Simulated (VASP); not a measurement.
**Vibrations of InSb: a test of the settings**

How far do the zone-centre frequencies of InSb depend on the numerical settings? The starting structure is a measured crystal structure from the Crystallography Open Database.

Main program and level: VASP 6.6.1; Kohn-Sham DFT with plane waves and PAW; LDA.

## Step 1: The starting structure

It takes space group F-43m (No. 216, cubic). Conventional cell: a = 6.478 Å, b = 6.478 Å, c = 6.478 Å, α = 90.00°, β = 90.00°, γ = 90.00°. Nearest to Sb lie 4 In at 2.81 Å. Nearest to In lie 4 Sb at 2.81 Å. Farther neighbours are not listed.

Structure file:

```xyz
2
Lattice="0.0000 3.2391 3.2391 3.2391 0.0000 3.2391 3.2391 3.2391 0.0000" Properties=species:S:1:pos:R:3 pbc="T T T"
Sb    4.8586    4.8586    4.8586
In    0.0000    0.0000    0.0000
```

## Step 2: Reference modes

The cell comes from a relaxation at this level, not shown (67.25 Å³).

The input, INCAR:

```
SYSTEM = InSb
PREC = Accurate
ENCUT = 450
EDIFF = 1E-08
NELM = 100
ISMEAR = 0
SIGMA = 0.05
LREAL = .FALSE.
ALGO = Normal
GGA = CA
NBANDS = 15
LORBIT = 11
LWAVE = .FALSE.
LCHARG = .FALSE.
KPAR = 8
IBRION = 8
ISIF = 2
```

The input, POSCAR:

```
InSb
1.0
    0.0000000000      3.2276287627      3.2276287627
    3.2276287627      0.0000000000      3.2276287627
    3.2276287627      3.2276287627      0.0000000000
Sb In
1 1
Direct
    0.7500000000      0.7500000000      0.7500000000
    0.0000000000      0.0000000000      0.0000000000
```

The input, KPOINTS:

```
Automatic mesh
0
Gamma
10 10 10
0 0 0
```

Potentials, in the order of the species: Sb and In_d (LDA family, release 64).

On the command line:

```console
$ mpirun -np 8 vasp_std
```

Output:

```text
[banner, memory and clock lines left out]
running    8 mpi-ranks, on    1 nodes
 distrk:  each k-point on    1 cores,    8 groups
 distr:  one band on    1 cores,    1 groups

 POSCAR found type information on POSCAR SbIn
 POSCAR found :  2 types and       2 ions
|                                                                             |
|           W    W    AA    RRRRR   N    N  II  N    N   GGGG   !!!           |
|           W    W   A  A   R    R  NN   N  II  NN   N  G    G  !!!           |
|           W    W  A    A  R    R  N N  N  II  N N  N  G       !!!           |
|           W WW W  AAAAAA  RRRRR   N  N N  II  N  N N  G  GGG   !            |
|           WW  WW  A    A  R   R   N   NN  II  N   NN  G    G                |
|           W    W  A    A  R    R  N    N  II  N    N   GGGG   !!!           |
|                                                                             |
|     For optimal performance we recommend to set                             |
|       NCORE = 2 up to number-of-cores-per-socket                            |
|     NCORE specifies how many cores store one orbital (NPAR=cpu/NCORE).      |
|     This setting can greatly improve the performance of VASP for DFT.       |
|     The default, NCORE=1 might be grossly inefficient on modern             |
|     multi-core architectures or massively parallel machines. Do your        |
|     Unfortunately you need to use the default for GW and RPA                |
|     calculations (for HF NCORE is supported but not extensively tested      |
|     yet).                                                                   |
|                                                                             |

 LDA part: xc-table for (Slater(with rela. corr.)+CA(PZ))
 , standard interpolation
 POSCAR, INCAR and KPOINTS ok, starting setup
 FFT: planning ... GRIDC
 FFT: planning ... GRID_SOFT
 FFT: planning ... GRID
 WAVECAR not read
 entering main loop
       N       E                     dE             d eps       ncg     rms          rms(c)
DAV:   1     0.109957349880E+03    0.10996E+03   -0.73844E+03  1410   0.109E+03
DAV:   2    -0.149359093081E+01   -0.11145E+03   -0.10857E+03  1557   0.272E+02
DAV:   3    -0.817401776636E+01   -0.66804E+01   -0.66456E+01  1823   0.729E+01
DAV:   4    -0.836564568401E+01   -0.19163E+00   -0.19158E+00  1710   0.149E+01
DAV:   5    -0.837606878391E+01   -0.10423E-01   -0.10423E-01  2142   0.274E+00    0.439E+00
DAV:   6    -0.824856944408E+01    0.12750E+00   -0.15928E-01  2029   0.654E+00    0.248E+00
DAV:   7    -0.821753097208E+01    0.31038E-01   -0.69982E-02  1923   0.258E+00    0.546E-01
DAV:   8    -0.821581974999E+01    0.17112E-02   -0.71953E-03  1925   0.105E+00    0.312E-01
DAV:   9    -0.821590353082E+01   -0.83781E-04   -0.61756E-04  1725   0.235E-01    0.767E-02
DAV:  10    -0.821589368278E+01    0.98480E-05   -0.35728E-05  1785   0.459E-02    0.336E-02
DAV:  11    -0.821589754517E+01   -0.38624E-05   -0.95793E-06  1676   0.414E-02    0.213E-02
DAV:  12    -0.821589740077E+01    0.14439E-06   -0.67827E-07  2005   0.965E-03    0.540E-03
DAV:  13    -0.821589740847E+01   -0.76998E-08   -0.10782E-07  1662   0.334E-03    0.240E-03
DAV:  14    -0.821589740457E+01    0.39033E-08   -0.85395E-09  1496   0.112E-03
   1 F= -.82158974E+01 E0= -.82158588E+01  d E =-.771464E-04
 Linear response reoptimize wavefunctions to high precision
DAV:   1    -0.821589740476E+01   -0.18508E-09   -0.22572E-09  1559   0.324E-04
DAV:   2    -0.821589740476E+01   -0.68212E-12   -0.12003E-10   985   0.101E-04
 Linear response DOF=           2
 Linear response progress:
  Degree of freedom:   1/  2
       N       E                     dE             d eps       ncg     rms          rms(c)
RMM:   1    -0.291675884095E-01   -0.29168E-01    0.27545E-02  9433   0.149E+00
RMM:   2    -0.274431630646E-01    0.17244E-02   -0.13492E-04  8488   0.542E-01    0.869E-02
RMM:   3    -0.278014459692E-01   -0.35828E-03   -0.11004E-03  9454   0.185E-01    0.385E-02
RMM:   4    -0.278466890417E-01   -0.45243E-04   -0.91893E-05  9671   0.644E-02    0.108E-02
RMM:   5    -0.278640342492E-01   -0.17345E-04   -0.15382E-05  9600   0.255E-02    0.461E-03
RMM:   6    -0.278575487105E-01    0.64855E-05   -0.14534E-06  9843   0.726E-03    0.173E-03
RMM:   7    -0.278546968682E-01    0.28518E-05    0.17215E-08 10013   0.279E-03    0.689E-04
RMM:   8    -0.278547608663E-01   -0.63998E-07   -0.41593E-08 10291   0.922E-04    0.328E-04
RMM:   9    -0.278550570520E-01   -0.29619E-06   -0.69364E-08 10542   0.406E-04    0.449E-05
RMM:  10    -0.278549990708E-01    0.57981E-07   -0.34108E-08 10279   0.146E-04    0.378E-05
RMM:  11    -0.278550060124E-01   -0.69416E-08   -0.53774E-09 10919   0.652E-05    0.108E-05
 first order change of Fermi-energy   0.31083E-03
 force on displaced ion       1 direction 1 :  -6.814   0.000   0.000
 Linear response progress:
  Degree of freedom:   2/  2
       N       E                     dE             d eps       ncg     rms          rms(c)
RMM:   1    -0.236927242747E+00   -0.23693E+00   -0.11876E-01  6916   0.470E+00
RMM:   2    -0.239231922314E+00   -0.23047E-02   -0.11425E-02  8649   0.957E-01    0.710E-02
RMM:   3    -0.239194018455E+00    0.37904E-04   -0.13075E-03  9455   0.299E-01    0.351E-02
RMM:   4    -0.239055247748E+00    0.13877E-03   -0.14772E-04  9661   0.936E-02    0.179E-02
RMM:   5    -0.239012783197E+00    0.42465E-04    0.13145E-05 10198   0.370E-02    0.648E-03
RMM:   6    -0.239020059546E+00   -0.72763E-05   -0.60952E-06 10203   0.117E-02    0.206E-03
RMM:   7    -0.239028545159E+00   -0.84856E-05   -0.61727E-06 10135   0.368E-03    0.737E-04
RMM:   8    -0.239026754796E+00    0.17904E-05   -0.34468E-07 10268   0.154E-03    0.435E-04
RMM:   9    -0.239026222844E+00    0.53195E-06   -0.36925E-06 10395   0.631E-04    0.136E-04
RMM:  10    -0.239025617781E+00    0.60506E-06   -0.23883E-06 10290   0.296E-04    0.359E-05
RMM:  11    -0.239025531422E+00    0.86359E-07   -0.11716E-06 10584   0.142E-04    0.174E-05
RMM:  12    -0.239025431598E+00    0.99824E-07   -0.47403E-07 10889   0.729E-05    0.308E-06
RMM:  13    -0.239025430916E+00    0.68179E-09   -0.41056E-07 10486   0.397E-05    0.764E-06
RMM:  14    -0.239025391548E+00    0.39369E-07   -0.19124E-07  9515   0.244E-05    0.184E-06
RMM:  15    -0.239025394132E+00   -0.25843E-08   -0.94966E-08  8807   0.170E-05    0.620E-06
 first order change of Fermi-energy  -0.52247E-04
 force on displaced ion       2 direction 1 :  -6.842  -0.000  -0.000
 Linear response finished
```

Wall time 81 s (8 MPI ranks of AMD EPYC 7R43, shared host); peak memory 3.2 GiB.

Lines that name or quote the potential files are left out of all logs, and their timing lines are given in words.

From OUTCAR (step 2):

```text
ion  position               nearest neighbor table
   1  0.750  0.750  0.750-   2 2.80   2 2.80   2 2.80   2 2.80
   2  0.000  0.000  0.000-   1 2.80   1 2.80   1 2.80   1 2.80

  LATTYP: Found a face centered cubic cell.
 ALAT       =     6.4552575254

 Subroutine GETGRP returns: Found 24 space group operations
 (whereof 24 operations were pure point group operations)

The static configuration has the point symmetry T_d .

 Found     47 irreducible k-points:

   k-points           NKPTS =     47   k-points in BZ     NKDIM =     47   number of bands    NBANDS=     15

   dimension x,y,z NGX =    32 NGY =   32 NGZ =   32
   dimension x,y,z NGXF=    64 NGYF=   64 NGZF=   64

   ENCUT  =  450.0 eV  33.07 Ry    5.75 a.u.   7.90  7.90  7.90*2*pi/ulx,y,z

   NELECT =      18.0000    total number of electrons

 k-points in reciprocal lattice and weights: Automatic mesh
   0.00000000  0.00000000  0.00000000       0.001
   0.10000000  0.00000000  0.00000000       0.008
   0.20000000  0.00000000  0.00000000       0.008
   0.30000000  0.00000000  0.00000000       0.008
   0.40000000  0.00000000  0.00000000       0.008
   0.50000000  0.00000000  0.00000000       0.004
   0.10000000  0.10000000  0.00000000       0.006
   0.20000000  0.10000000  0.00000000       0.024
   0.30000000  0.10000000  0.00000000       0.024
[...]
-0.30000000  0.40000000  0.20000000       0.024
  -0.30000000  0.50000000  0.20000000       0.012

 average (electrostatic) potential at core
       1 -88.1823       2 -95.7183

  Total        0.0003658      0.0003658      0.0003658      0.0000000      0.0000000      0.0000000
  in kB        0.0087151      0.0087151      0.0087151      0.0000000      0.0000000      0.0000000
  external PRESSURE =       0.0087151 kB  Pullay stress =       0.0000000 kB

  energy-cutoff  :      450.00
  volume of cell :       67.25
      direct lattice vectors                 reciprocal lattice vectors
     0.000000000  3.227628763  3.227628763    -0.154912487  0.154912487  0.154912487
     3.227628763  0.000000000  3.227628763     0.154912487 -0.154912487  0.154912487
     3.227628763  3.227628763  0.000000000     0.154912487  0.154912487 -0.154912487

 POSITION                                       TOTAL-FORCE (eV/Angst)
 -----------------------------------------------------------------------------------
      4.84144      4.84144      4.84144        -0.000000     -0.000000     -0.000000
      0.00000      0.00000      0.00000         0.000000      0.000000      0.000000
 -----------------------------------------------------------------------------------
    total drift:                                0.000000      0.000000      0.000000

 Eigenvectors and eigenvalues of the dynamical matrix
 ----------------------------------------------------

   1 f  =    5.314158 THz    33.389837 2PiTHz  177.261218 cm-1    21.977580 meV
             X         Y         Z           dx          dy          dz
      4.841443  4.841443  4.841443     0.000000    0.695935    0.000000
      0.000000  0.000000  0.000000     0.000000   -0.718105    0.000000

   2 f  =    5.314158 THz    33.389837 2PiTHz  177.261218 cm-1    21.977580 meV
             X         Y         Z           dx          dy          dz
      4.841443  4.841443  4.841443    -0.695935    0.000000    0.000000
      0.000000  0.000000  0.000000     0.718105    0.000000    0.000000

   3 f  =    5.314158 THz    33.389837 2PiTHz  177.261218 cm-1    21.977580 meV
             X         Y         Z           dx          dy          dz
      4.841443  4.841443  4.841443     0.000000    0.000000   -0.695935
      0.000000  0.000000  0.000000     0.000000    0.000000    0.718105

   4 f/i=    0.005466 THz     0.034344 2PiTHz    0.182326 cm-1     0.022606 meV
             X         Y         Z           dx          dy          dz
      4.841443  4.841443  4.841443     0.718105    0.000000    0.000000
      0.000000  0.000000  0.000000     0.695935    0.000000    0.000000

   5 f/i=    0.005466 THz     0.034344 2PiTHz    0.182326 cm-1     0.022606 meV
             X         Y         Z           dx          dy          dz
      4.841443  4.841443  4.841443     0.000000   -0.718105    0.000000
      0.000000  0.000000  0.000000     0.000000   -0.695935    0.000000

   6 f/i=    0.005466 THz     0.034344 2PiTHz    0.182326 cm-1     0.022606 meV
             X         Y         Z           dx          dy          dz
      4.841443  4.841443  4.841443     0.000000    0.000000    0.718105
      0.000000  0.000000  0.000000     0.000000    0.000000    0.695935

 ELASTIC MODULI CONTR FROM IONIC RELAXATION (kBar)
 Direction    XX          YY          ZZ          XY          YZ          ZX
 --------------------------------------------------------------------------------
 XX          -0.0000     -0.0000     -0.0000      0.0000      0.0000      0.0000
 YY          -0.0000     -0.0000     -0.0000      0.0000      0.0000     -0.0000
 ZZ          -0.0000     -0.0000     -0.0000      0.0000      0.0000      0.0000
 XY           0.0000      0.0000      0.0000   -190.2306      0.0000      0.0000
 YZ           0.0000      0.0000      0.0000      0.0000   -190.2306     -0.0000
 ZX           0.0000     -0.0000      0.0000      0.0000     -0.0000   -190.2306
 --------------------------------------------------------------------------------
```

Energies printed during the response cycles are not total energies of the cell.

Reference: the zone-centre mode is T2 177.3 cm⁻¹.

## Step 3: Modes with a 5×5×5 mesh

Against step 2 the input has a 5×5×5 mesh.

INCAR is that of step 2.

POSCAR is that of step 2.

The input, KPOINTS:

```
Automatic mesh
0
Gamma
5 5 5
0 0 0
```

On the command line:

```console
$ mpirun -np 8 vasp_std
```

Output:

```text
[banner, memory and clock lines left out]
running    8 mpi-ranks, on    1 nodes
[...]
[... a notice as in an earlier step ...]

 LDA part: xc-table for (Slater(with rela. corr.)+CA(PZ))
 , standard interpolation
 POSCAR, INCAR and KPOINTS ok, starting setup
[...]
entering main loop
       N       E                     dE             d eps       ncg     rms          rms(c)
DAV:   1     0.107367087418E+03    0.10737E+03   -0.72356E+03   300   0.107E+03
DAV:   2    -0.135536086235E+01   -0.10872E+03   -0.10563E+03   335   0.272E+02
DAV:   3    -0.812275520192E+01   -0.67674E+01   -0.67305E+01   391   0.719E+01
DAV:   4    -0.831655315698E+01   -0.19380E+00   -0.19365E+00   401   0.148E+01
[...]
DAV:  12    -0.815777532454E+01    0.24456E-06   -0.87404E-07   426   0.113E-02    0.589E-03
DAV:  13    -0.815777533748E+01   -0.12948E-07   -0.13413E-07   356   0.340E-03    0.267E-03
DAV:  14    -0.815777533102E+01    0.64626E-08   -0.15518E-08   292   0.140E-03
   1 F= -.81577753E+01 E0= -.81574668E+01  d E =-.617049E-03
[...]
RMM:  12    -0.280219309859E-01   -0.11607E-07    0.26541E-08  1727   0.330E-05    0.277E-05
RMM:  13    -0.280219088870E-01    0.22099E-07   -0.24572E-09  1579   0.141E-05    0.294E-06
RMM:  14    -0.280219071636E-01    0.17234E-08   -0.60940E-09  1461   0.560E-06    0.703E-06
 first order change of Fermi-energy   0.33644E-03
 force on displaced ion       1 direction 1 :  -5.696   0.000   0.000
 Linear response progress:
  Degree of freedom:   2/  2
       N       E                     dE             d eps       ncg     rms          rms(c)
RMM:   1    -0.236874807494E+00   -0.23687E+00   -0.11661E-01  1089   0.471E+00
RMM:   2    -0.239228793167E+00   -0.23540E-02   -0.11643E-02  1360   0.960E-01    0.776E-02
RMM:   3    -0.239240163323E+00   -0.11370E-04   -0.14063E-03  1477   0.305E-01    0.380E-02
RMM:   4    -0.239147273587E+00    0.92890E-04   -0.25476E-04  1547   0.955E-02    0.194E-02
[...]
RMM:  16    -0.239126539891E+00    0.10840E-07   -0.20135E-07   841   0.329E-06    0.313E-07
RMM:  17    -0.239126528746E+00    0.11145E-07   -0.49786E-08   704   0.199E-06    0.199E-07
RMM:  18    -0.239126512302E+00    0.16444E-07   -0.41056E-08   533   0.134E-06    0.919E-08
 first order change of Fermi-energy  -0.70910E-04
 force on displaced ion       2 direction 1 :  -5.726   0.000   0.000
 Linear response finished
```

Run time: 27 s. Hardware: 8 MPI ranks; peak memory 1.7 GiB.

Parts of OUTCAR (step 3):

```text
  Total        0.0792646      0.0792646      0.0792646     -0.0000000     -0.0000000      0.0000000
  in kB        1.8884667      1.8884667      1.8884667     -0.0000000     -0.0000000      0.0000000
  external PRESSURE =       1.8884667 kB  Pullay stress =       0.0000000 kB

[... 2 parts as in an earlier step ...]

[... 1 further part left out ...]
```

With a 5×5×5 mesh the mode is T2 162.1 cm⁻¹, -15.2 cm⁻¹ from the reference.

## Step 4: Modes with a cutoff of 240 eV

Against step 2 the input has ENCUT = 240.

INCAR: that of step 3 with these lines changed.

```diff
@@ -2,3 +2,3 @@
 PREC = Accurate
-ENCUT = 450
+ENCUT = 240
 EDIFF = 1E-08
```

POSCAR is that of step 3.

The input, KPOINTS:

```
Automatic mesh
0
Gamma
10 10 10
0 0 0
```

On the command line:

```console
$ mpirun -np 8 vasp_std
```

Output:

```text
[... set-up lines as in an earlier step ...]
 entering main loop
       N       E                     dE             d eps       ncg     rms          rms(c)
DAV:   1     0.867959868489E+02    0.86796E+02   -0.53176E+03  1418   0.672E+02
DAV:   2    -0.385062159624E+01   -0.90647E+02   -0.88698E+02  1620   0.216E+02
DAV:   3    -0.828471004252E+01   -0.44341E+01   -0.44265E+01  1774   0.541E+01
DAV:   4    -0.837061203138E+01   -0.85902E-01   -0.85895E-01  1874   0.874E+00
[...]
DAV:  12    -0.821354792323E+01    0.21663E-06   -0.67099E-07  1851   0.956E-03    0.545E-03
DAV:  13    -0.821354793343E+01   -0.10201E-07   -0.12663E-07  1760   0.306E-03    0.255E-03
DAV:  14    -0.821354792568E+01    0.77489E-08   -0.15754E-08  1397   0.113E-03
   1 F= -.82135479E+01 E0= -.82135094E+01  d E =-.771459E-04
 Linear response reoptimize wavefunctions to high precision
DAV:   1    -0.821354792518E+01    0.50204E-09   -0.34658E-09  1792   0.322E-04
DAV:   2    -0.821354792511E+01    0.72760E-10   -0.52466E-11   943   0.567E-05
 Linear response DOF=           2
 Linear response progress:
[...]
RMM:   8    -0.276850345777E-01   -0.23836E-06   -0.32171E-08  9934   0.549E-04    0.232E-04
RMM:   9    -0.276851168380E-01   -0.82260E-07   -0.45426E-09 10008   0.258E-04    0.599E-05
RMM:  10    -0.276851164867E-01    0.35136E-09    0.10614E-08 10073   0.870E-05    0.293E-05
 first order change of Fermi-energy   0.31418E-03
 force on displaced ion       1 direction 1 :  -6.821   0.000   0.000
 Linear response progress:
  Degree of freedom:   2/  2
       N       E                     dE             d eps       ncg     rms          rms(c)
RMM:   1    -0.235040069436E+00   -0.23504E+00   -0.13701E-01  6953   0.453E+00
RMM:   2    -0.236579919330E+00   -0.15398E-02   -0.64874E-03  7926   0.696E-01    0.808E-02
RMM:   3    -0.236397644372E+00    0.18227E-03   -0.96201E-04  9243   0.275E-01    0.364E-02
RMM:   4    -0.236306659261E+00    0.90985E-04   -0.55497E-05  9387   0.672E-02    0.233E-02
[...]
RMM:  13    -0.236258709472E+00    0.54504E-09    0.12412E-07 10544   0.327E-05    0.783E-06
RMM:  14    -0.236258747799E+00   -0.38327E-07    0.64312E-09  9951   0.161E-05    0.387E-06
RMM:  15    -0.236258738515E+00    0.92841E-08    0.14393E-08  9027   0.109E-05    0.196E-06
 first order change of Fermi-energy  -0.44806E-04
 force on displaced ion       2 direction 1 :  -6.711  -0.000  -0.000
 Linear response finished
```

The job ended after 34 s (8 MPI ranks; peak memory 1.7 GiB; 4.4 min of CPU time).

OUTCAR, selected parts (step 4):

```text
  Total       -0.1761041     -0.1761041     -0.1761041     -0.0000000      0.0000000     -0.0000000
  in kB       -4.1956503     -4.1956503     -4.1956503     -0.0000000      0.0000000     -0.0000000
  external PRESSURE =      -4.1956503 kB  Pullay stress =       0.0000000 kB

 POSITION                                       TOTAL-FORCE (eV/Angst)
 -----------------------------------------------------------------------------------
      4.84144      4.84144      4.84144         0.000000     -0.000000      0.000000
      0.00000      0.00000      0.00000        -0.000000      0.000000     -0.000000
 -----------------------------------------------------------------------------------
    total drift:                               -0.000001     -0.000001      0.000000

[... 1 part as in an earlier step ...]

[... 1 further part left out ...]
```

With a cutoff of 240 eV the mode is T2 176.4 cm⁻¹, -0.9 cm⁻¹ from the reference.

(Continued in part 2 of 2.)

[Lines on the potential files, build, host, timing and source positions are cut from VASP's logs without a mark.]

[Logs are printed without paths, hosts, clocks, repeated set-up lines and the standing remarks that a program may print on its own settings, such as how far it seeks lower states.]

[Hosts, paths, dates, database ids (printed as entryN), source tags and the programs' standing remarks are cut or masked in the printed files.]
